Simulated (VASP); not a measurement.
Given:

```xyz
4
Lattice="3.7517 0.0000 0.0000 0.0000 3.7517 0.0000 0.0000 0.0000 3.7517" Properties=species:S:1:pos:R:3 pbc="T T T"
Fe     0.0000     0.0000     0.0000
Ir     0.0000     1.8759     1.8759
Ir     1.8759     0.0000     1.8759
Ir     1.8759     1.8759     0.0000
```

Level of theory: PBEsol GGA, VASP's PBE PAW potentials (set 64) (plane waves; VASP). Run with 400 eV cut-off, Gaussian smearing of 0.050 eV, potentials Fe Ir.

The run has a spin-polarised start. Unless said otherwise, spin-orbit coupling is left out, though it shifts the bands of the heavy elements here.

Problem. Predict the cell moment, band gap (along the path) with the smallest direct gap where there is one.

Solution. 
```json
{
 "band gap (along the path)": "none (metal, semimetal or under 0.01 eV)",
 "cell_moment": "0.43 μB"
}
```

The structure comes from a computed database's FeIr3 entry (Pm-3m); how it stands against other phases isn't given here. It was relaxed first, which changed the volume by -5 %.
